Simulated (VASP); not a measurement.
An input for Ansatz (written as the equivalent of a VASP run, and not itself run):

Ansatz 0.2 input:
```yaml
crystal:
  lattice:
    - [3.7476860, 0.0000000, 0.0000000]
    - [-1.8738430, 3.2455920, 0.0000000]
    - [0.0000000, 0.0000000, 4.5919450]
  atoms:
    - { symbol: B, position: [0.3333330, 0.6666670, 0.2500000] }
    - { symbol: B, position: [0.6666670, 0.3333330, 0.7500000] }
    - { symbol: Cr, position: [0.0000000, 0.0000000, 0.0000000], spin: 3 }
    - { symbol: Cr, position: [0.0000000, 0.0000000, 0.5000000], spin: 3 }
    - { symbol: Cr, position: [0.3333330, 0.6666670, 0.7500000], spin: 3 }
    - { symbol: Cr, position: [0.6666670, 0.3333330, 0.2500000], spin: 3 }
kpoints:
  mp_grid: { grid: [4, 4, 3] }
hamiltonian:
  xc: pbe
  pseudopotentials: { kind: paw }
magnetization: { spin_polarized: true }
scf:
  occupations: { method: gaussian, width: 0.05 }
  max_iter: 100
relax:
  max_steps: 50
  f_tol: 0.01
  cell: {}
output: { forces: true, stress: true, eigenvalues: true }
```

Problem. Write the VASP files for the same calculation (PBE).

Solution. This is not unique; one that fits is 
### KPOINTS
```
Automatic mesh
0
Gamma
4 4 3
0 0 0
```

### POSCAR
```
Cr2B
1
    3.7476860000     0.0000000000     0.0000000000
   -1.8738430000     3.2455920000     0.0000000000
    0.0000000000     0.0000000000     4.5919450000
B Cr
2 4
Direct
  0.3333330000   0.6666670000   0.2500000000
  0.6666670000   0.3333330000   0.7500000000
  0.0000000000   0.0000000000   0.0000000000
  0.0000000000   0.0000000000   0.5000000000
  0.3333330000   0.6666670000   0.7500000000
  0.6666670000   0.3333330000   0.2500000000
```

**INCAR**
```
ALGO  =  Normal   # blocked Davidson
ENCUT  =  400   # plane-wave cut-off (eV)
LWAVE  =  F
LCHARG  =  F
SIGMA  =  0.05
ISIF  =  3
ISPIN  =  2   # spin-polarised
IBRION  =  2
LREAL  =  F   # projection in real space or not
LORBIT  =  11   # lm-projected
EDIFF  =  1E-6   # SCF stop (eV)
ISMEAR  =  0
PREC  =  Accurate
NELM  =  100   # most electronic steps
NSW  =  50   # most ionic steps
MAGMOM  =  2*0.0 4*3.0
EDIFFG  =  -0.01   # ionic stop
SYSTEM  =  Cr2B
LASPH  =  T   # aspherical one-centre terms
GGA  =  PE   # PBE
LMAXMIX  =  4   # l cut-off of mixed one-centre charges
```

POTCAR, in this order: B Cr_pv (PBE.64 set). Program: vasp_std.

The two are equivalent in intent, not identical: each code has its own PAW files, so the cut-off isn't converted (ENCUT is set for VASP's; basis.ecutwfc is left out, and Ansatz then takes the one that its files recommend); Ansatz stops its SCF on the density residual and VASP on the energy change (EDIFF).

The structure was generated: Cr2B was put into an ordered model structure (P6_3/mmc), which need not be its known phase. This run relaxes it. Symmetry was kept, so distortions that lower it aren't found. The k-mesh is coarse (spacing up to 0.47 per Å, 2π included), so the numbers may not be converged in it. The run is one of a series of settings (EDIFFG = -0.01, IBRION = 2, ISIF = 3, NSW = 50 against the base run), some of them coarse on purpose.
